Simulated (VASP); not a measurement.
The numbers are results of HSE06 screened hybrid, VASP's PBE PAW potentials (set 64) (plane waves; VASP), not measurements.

A VASP calculation is set up with these files.

**KPOINTS**
```
Automatic mesh
0
Gamma
1 1 1
0 0 0
```

INCAR:
```
! general
SYSTEM   = B31N32
PREC     = Normal
ENCUT    = 400   ! plane-wave cut-off (eV)
LREAL    = Auto   ! projection in real space or not
LASPH    = .TRUE.   ! aspherical one-centre terms
ISYM     = 0
NELECT   = 252.0

! electronic loop
EDIFF    = 1E-5   ! SCF stop (eV)
NELM     = 50   ! most electronic steps
NELMIN   = 4
ALGO     = Normal   ! blocked Davidson

! smearing
ISMEAR   = 0
SIGMA    = 0.05

! functional
GGA      = PE
LHFCALC  = .TRUE.
AEXX     = 0.25
HFSCREEN = 0.2   ! 1/Angstrom
PRECFOCK = Fast

! ions
ISIF     = 0

! output
LWAVE    = .FALSE.
LCHARG   = .FALSE.
```

### POSCAR
```
B31N32
1
    7.2488848259     0.0000000000     0.0000000000
    0.0000000000     7.2488848259     0.0000000000
    0.0000000000     0.0000000000     7.2488848259
B N
31 32
Direct
  0.5000365023   0.9994964736   0.9994260881
  0.7499659231   0.2495440491   0.9989945740
  0.7500780127   0.9990463173   0.2493714178
  0.9999740874   0.9994630902   0.9994131183
  0.2500666525   0.2494984966   0.9999453128
  0.5000011695   0.4994575492   0.9994606693
  0.7499387367   0.7493219557   0.9999151348
  0.2499346167   0.9999489795   0.2493334695
  0.4990762792   0.2513379721   0.2514306440
  0.7478333264   0.5004000135   0.2516424126
  0.5000032644   0.9995047265   0.4994276773
  0.7480905904   0.2512222893   0.5003489066
  0.7500511976   0.9999308782   0.7494354488
  0.0000125257   0.4994468439   0.9994573520
  0.2500532704   0.7493824030   0.9989616127
  0.0004608489   0.2495299229   0.2494575979
  0.2521441301   0.4984170371   0.2516239049
  0.5009558894   0.7475926481   0.2514424592
  0.9999938596   0.9994974878   0.4994088753
  0.2518912559   0.2512928932   0.4985164023
  0.7480658442   0.7476142106   0.4985424419
  0.2499844919   0.9990067483   0.7495082271
  0.5009390264   0.2513749420   0.7474184161
  0.7478600214   0.4985075723   0.7472258730
  0.9995487123   0.7494261635   0.2494438730
  0.9999766405   0.4994714515   0.4994565628
  0.2519630028   0.7475978675   0.5003575091
  0.9995789777   0.2495315448   0.7494783608
  0.2522387840   0.5003928814   0.7472420223
  0.4991475814   0.7475754647   0.7474523814
  0.0004720718   0.7494220054   0.7494190083
  0.6264325829   0.1229820899   0.1229179667
  0.8764667217   0.3730318295   0.1230332159
  0.8765821653   0.1229702989   0.3729330927
  0.1248530911   0.1244082681   0.1243188369
  0.3751912592   0.3745951227   0.1246597998
  0.6247953830   0.6242780104   0.1247024915
  0.8751117985   0.8745152112   0.1242712907
  0.3750774873   0.1245635532   0.3745433301
  0.6369358859   0.3622600439   0.3626216813
  0.8748079259   0.6242995549   0.3746467988
  0.6248982283   0.1245463006   0.6242990276
  0.8748279179   0.3746214044   0.6242237379
  0.8751399494   0.1244100637   0.8745642725
  0.1235061485   0.6258680468   0.1229664867
  0.3734918459   0.8759982993   0.1228363525
  0.1251509053   0.3746091378   0.3746508974
  0.3630024423   0.6367199592   0.3624562948
  0.6248674696   0.8744114532   0.3745518887
  0.1234283591   0.1229438423   0.6258792862
  0.3630963818   0.3622267520   0.6362741507
  0.6370207704   0.6366316650   0.6363413727
  0.8765806376   0.8759943591   0.6258112986
  0.3735268527   0.1229474479   0.8759590898
  0.6248072910   0.3746439682   0.8742134613
  0.8764542200   0.6258633296   0.8758672306
  0.1234525686   0.8760317575   0.3729360777
  0.1252033564   0.6242905842   0.6242394426
  0.3751319262   0.8743736533   0.6242889352
  0.1235947035   0.3730408904   0.8759346078
  0.3752412930   0.6242647821   0.8741945197
  0.6264346931   0.8759788692   0.8760210556
  0.1248594450   0.8745365727   0.8745692549
```

POTCAR, in this order: B N (PBE.64 set). Program: vasp_gam. Read from the step before: WAVECAR.

Output of the run:

File OUTCAR:
```
 ion  position               nearest neighbor table
   1  0.500  0.999  0.999-  62 1.56  32 1.56  54 1.56  46 1.56
   2  0.750  0.250  0.999-  32 1.57  33 1.57  44 1.57  55 1.57
   3  0.750  0.999  0.249-  34 1.57  32 1.57  38 1.57  49 1.57
   4  1.000  0.999  0.999-  44 1.57  63 1.57  38 1.57  35 1.57
   5  0.250  0.249  1.000-  54 1.57  60 1.57  35 1.57  36 1.57
   6  0.500  0.499  0.999-  61 1.57  37 1.57  55 1.57  36 1.57
   7  0.750  0.749  1.000-  56 1.57  62 1.57  38 1.57  37 1.57
   8  0.250  1.000  0.249-  57 1.57  46 1.57  35 1.57  39 1.57
   9  0.499  0.251  0.251-  40 1.51  39 1.56  36 1.56  32 1.61
  10  0.748  0.500  0.252-  40 1.52  37 1.56  41 1.56  33 1.61
  11  0.500  1.000  0.499-  42 1.57  49 1.57  59 1.57  39 1.57
  12  0.748  0.251  0.500-  40 1.51  42 1.56  43 1.57  34 1.61
  13  0.750  1.000  0.749-  53 1.57  62 1.57  44 1.57  42 1.57
  14  0.000  0.499  0.999-  45 1.56  60 1.56  33 1.56  56 1.56
  15  0.250  0.749  0.999-  46 1.57  45 1.57  63 1.57  61 1.57
  16  0.000  0.250  0.249-  34 1.56  33 1.56  35 1.57  47 1.57
  17  0.252  0.498  0.252-  48 1.52  47 1.56  36 1.56  45 1.61
  18  0.501  0.748  0.251-  48 1.51  49 1.56  37 1.56  46 1.61
  19  1.000  0.999  0.499-  53 1.56  50 1.56  34 1.56  57 1.56
  20  0.252  0.251  0.499-  51 1.51  39 1.56  47 1.57  50 1.61
  21  0.748  0.748  0.499-  52 1.51  41 1.57  49 1.57  53 1.61
  22  0.250  0.999  0.750-  54 1.57  50 1.57  63 1.57  59 1.57
  23  0.501  0.251  0.747-  51 1.51  42 1.56  55 1.57  54 1.61
  24  0.748  0.499  0.747-  52 1.51  43 1.56  55 1.56  56 1.61
...
```

File OSZICAR:
```
       N       E                     dE             d eps       ncg     rms          rms(c)
DAV:   1    -0.640307684412E+03   -0.64031E+03   -0.78847E+00   316   0.836E+00    0.287E+00
DAV:   2    -0.640431976020E+03   -0.12429E+00   -0.20922E-01   354   0.145E+00    0.205E+00
DAV:   3    -0.640618896027E+03   -0.18692E+00   -0.13818E-01   368   0.104E+00    0.134E+00
DAV:   4    -0.640607235606E+03    0.11660E-01   -0.55424E-02   368   0.752E-01    0.807E-01
DAV:   5    -0.640606895292E+03    0.34031E-03   -0.24444E-02   368   0.390E-01    0.569E-01
DAV:   6    -0.640603893895E+03    0.30014E-02   -0.27530E-02   368   0.457E-01    0.348E-01
DAV:   7    -0.640605171423E+03   -0.12775E-02   -0.95788E-03   368   0.283E-01    0.333E-01
DAV:   8    -0.640604191788E+03    0.97964E-03   -0.29128E-02   400   0.410E-01    0.297E-01
DAV:   9    -0.640604551135E+03   -0.35935E-03   -0.67805E-03   392   0.310E-01    0.264E-01
DAV:  10    -0.640604787511E+03   -0.23638E-03   -0.30209E-02   400   0.373E-01    0.334E-01
DAV:  11    -0.640603935536E+03    0.85198E-03   -0.66306E-03   400   0.357E-01    0.208E-01
DAV:  12    -0.640605428066E+03   -0.14925E-02   -0.30263E-02   368   0.325E-01    0.372E-01
DAV:  13    -0.640603341310E+03    0.20868E-02   -0.81863E-03   408   0.404E-01    0.149E-01
DAV:  14    -0.640606030146E+03   -0.26888E-02   -0.29207E-02   368   0.269E-01    0.403E-01
DAV:  15    -0.640602820071E+03    0.32101E-02   -0.11315E-02   410   0.448E-01    0.872E-02
DAV:  16    -0.640606494161E+03   -0.36741E-02   -0.26726E-02   368   0.213E-01    0.424E-01
DAV:  17    -0.640602463363E+03    0.40308E-02   -0.15653E-02   410   0.483E-01    0.575E-02
DAV:  18    -0.640606736854E+03   -0.42735E-02   -0.23514E-02   368   0.174E-01    0.435E-01
DAV:  19    -0.640602330517E+03    0.44063E-02   -0.20608E-02   418   0.506E-01    0.102E-01
DAV:  20    -0.640606720316E+03   -0.43898E-02   -0.20080E-02   360   0.171E-01    0.436E-01
DAV:  21    -0.640602472732E+03    0.42476E-02   -0.26505E-02   416   0.517E-01    0.167E-01
DAV:  22    -0.640606444938E+03   -0.39722E-02   -0.16218E-02   360   0.197E-01    0.421E-01
DAV:  23    -0.640602883678E+03    0.35613E-02   -0.32520E-02   410   0.517E-01    0.234E-01
DAV:  24    -0.640605911935E+03   -0.30283E-02   -0.12437E-02   376   0.243E-01    0.386E-01
DAV:  25    -0.640603503582E+03    0.24084E-02   -0.36119E-02   416   0.496E-01    0.292E-01
DAV:  26    -0.640605222256E+03   -0.17187E-02   -0.97637E-03   392   0.298E-01    0.339E-01
DAV:  27    -0.640604232845E+03    0.98941E-03   -0.37655E-02   400   0.458E-01    0.340E-01
DAV:  28    -0.640604469046E+03   -0.23620E-03   -0.84572E-03   424   0.351E-01    0.283E-01
DAV:  29    -0.640604990918E+03   -0.52187E-03   -0.37553E-02   376   0.406E-01    0.380E-01
DAV:  30    -0.640603719277E+03    0.12716E-02   -0.86346E-03   416   0.403E-01    0.222E-01
DAV:  31    -0.640605729906E+03   -0.20106E-02   -0.36493E-02   360   0.349E-01    0.414E-01
DAV:  32    -0.640603024888E+03    0.27050E-02   -0.10582E-02   426   0.451E-01    0.157E-01
DAV:  33    -0.640606393663E+03   -0.33688E-02   -0.34372E-02   360   0.286E-01    0.444E-01
DAV:  34    -0.640602443680E+03    0.39500E-02   -0.14313E-02   418   0.494E-01    0.948E-02
DAV:  35    -0.640606895754E+03   -0.44521E-02   -0.31238E-02   352   0.228E-01    0.464E-01
DAV:  36    -0.640602064394E+03    0.48314E-02   -0.19479E-02   410   0.529E-01    0.767E-02
DAV:  37    -0.640607128627E+03   -0.50642E-02   -0.27361E-02   360   0.193E-01    0.473E-01
DAV:  38    -0.640601958724E+03    0.51699E-02   -0.25378E-02   418   0.551E-01    0.126E-01
DAV:  39    -0.640607057616E+03   -0.50989E-02   -0.23234E-02   368   0.195E-01    0.472E-01
DAV:  40    -0.640602179401E+03    0.48782E-02   -0.32348E-02   402   0.562E-01    0.196E-01
DAV:  41    -0.640606683425E+03   -0.45040E-02   -0.18653E-02   352   0.227E-01    0.452E-01
DAV:  42    -0.640602707461E+03    0.39760E-02   -0.39047E-02   410   0.559E-01    0.267E-01
DAV:  43    -0.640606021244E+03   -0.33138E-02   -0.14410E-02   384   0.278E-01    0.412E-01
DAV:  44    -0.640603459483E+03    0.25618E-02   -0.42769E-02   402   0.533E-01    0.327E-01
DAV:  45    -0.640605199661E+03   -0.17402E-02   -0.11588E-02   416   0.336E-01    0.360E-01
DAV:  46    -0.640604318847E+03    0.88081E-03   -0.44133E-02   394   0.489E-01    0.376E-01
DAV:  47    -0.640604319558E+03   -0.71138E-06   -0.10346E-02   424   0.393E-01    0.300E-01
DAV:  48    -0.640605185322E+03   -0.86576E-03   -0.43613E-02   362   0.432E-01    0.417E-01
DAV:  49    -0.640603470028E+03    0.17153E-02   -0.10899E-02   424   0.446E-01    0.236E-01
DAV:  50    -0.640606026753E+03   -0.25567E-02   -0.42329E-02   376   0.372E-01
   1 F= -.64060603E+03 E0= -.64060603E+03  d E =-.611542E-14
```

OUTCAR:
```
------------------------ aborting loop EDIFF was not reached (unconverged)  ----------------------------
  volume of cell :      380.90
      direct lattice vectors                 reciprocal lattice vectors
     7.248884826  0.000000000  0.000000000     0.137952254  0.000000000  0.000000000
     0.000000000  7.248884826  0.000000000     0.000000000  0.137952254  0.000000000
     0.000000000  0.000000000  7.248884826     0.000000000  0.000000000  0.137952254
  FREE ENERGIE OF THE ION-ELECTRON SYSTEM (eV)
  ---------------------------------------------------
  free  energy   TOTEN  =      -640.6060267526 eV

  energy  without entropy=     -640.6060267526  energy(sigma->0) =     -640.60602675

  exchange ACFDT corr.  =         0.00000000  see jH, gK, PRB 81, 115126
```
(Selected blocks of OUTCAR.)

File stdout:
```
...
DAV:  31    -0.640605729906E+03   -0.20106E-02   -0.36493E-02   360   0.349E-01    0.414E-01
DAV:  32    -0.640603024888E+03    0.27050E-02   -0.10582E-02   426   0.451E-01    0.157E-01
DAV:  33    -0.640606393663E+03   -0.33688E-02   -0.34372E-02   360   0.286E-01    0.444E-01
DAV:  34    -0.640602443680E+03    0.39500E-02   -0.14313E-02   418   0.494E-01    0.948E-02
DAV:  35    -0.640606895754E+03   -0.44521E-02   -0.31238E-02   352   0.228E-01    0.464E-01
DAV:  36    -0.640602064394E+03    0.48314E-02   -0.19479E-02   410   0.529E-01    0.767E-02
DAV:  37    -0.640607128627E+03   -0.50642E-02   -0.27361E-02   360   0.193E-01    0.473E-01
DAV:  38    -0.640601958724E+03    0.51699E-02   -0.25378E-02   418   0.551E-01    0.126E-01
DAV:  39    -0.640607057616E+03   -0.50989E-02   -0.23234E-02   368   0.195E-01    0.472E-01
DAV:  40    -0.640602179401E+03    0.48782E-02   -0.32348E-02   402   0.562E-01    0.196E-01
DAV:  41    -0.640606683425E+03   -0.45040E-02   -0.18653E-02   352   0.227E-01    0.452E-01
DAV:  42    -0.640602707461E+03    0.39760E-02   -0.39047E-02   410   0.559E-01    0.267E-01
DAV:  43    -0.640606021244E+03   -0.33138E-02   -0.14410E-02   384   0.278E-01    0.412E-01
DAV:  44    -0.640603459483E+03    0.25618E-02   -0.42769E-02   402   0.533E-01    0.327E-01
DAV:  45    -0.640605199661E+03   -0.17402E-02   -0.11588E-02   416   0.336E-01    0.360E-01
DAV:  46    -0.640604318847E+03    0.88081E-03   -0.44133E-02   394   0.489E-01    0.376E-01
DAV:  47    -0.640604319558E+03   -0.71138E-06   -0.10346E-02   424   0.393E-01    0.300E-01
DAV:  48    -0.640605185322E+03   -0.86576E-03   -0.43613E-02   362   0.432E-01    0.417E-01
DAV:  49    -0.640603470028E+03    0.17153E-02   -0.10899E-02   424   0.446E-01    0.236E-01
DAV:  50    -0.640606026753E+03   -0.25567E-02   -0.42329E-02   376   0.372E-01

 -----------------------------------------------------------------------------
|                                                                             |
|           W    W    AA    RRRRR   N    N  II  N    N   GGGG   !!!           |
|           W    W   A  A   R    R  NN   N  II  NN   N  G    G  !!!           |
|           W    W  A    A  R    R  N N  N  II  N N  N  G       !!!           |
|           W WW W  AAAAAA  RRRRR   N  N N  II  N  N N  G  GGG   !            |
|           WW  WW  A    A  R   R   N   NN  II  N   NN  G    G                |
|           W    W  A    A  R    R  N    N  II  N    N   GGGG   !!!           |
|                                                                             |
|     The electronic self-consistency was not achieved in the given           |
|     number of steps (NELM). The forces and other quantities evaluated       |
|     might not be reliable so examine the results carefully. If you find     |
|     spurious results, we suggest increasing NELM, if you were close to      |
|     convergence or switching to a different ALGO or adjusting the           |
|     density mixing parameters otherwise.                                    |
|                                                                             |
 -----------------------------------------------------------------------------

   1 F= -.64060603E+03 E0= -.64060603E+03  d E =-.611542E-14
```

The run did not converge; its last values are not results.

The cell is charged, with a uniform compensating background. The supercell is sampled at Γ alone, which is coarse: total energies, pressure and levels can be off, energies of defects by several tenths of an eV.

The cell is a supercell with a defect, built from BN (zinc blende): vac_B, charge +1. The cell's shape comes from a PBE relaxation. The run is not spin-polarised, so no state with unpaired spins was tried.
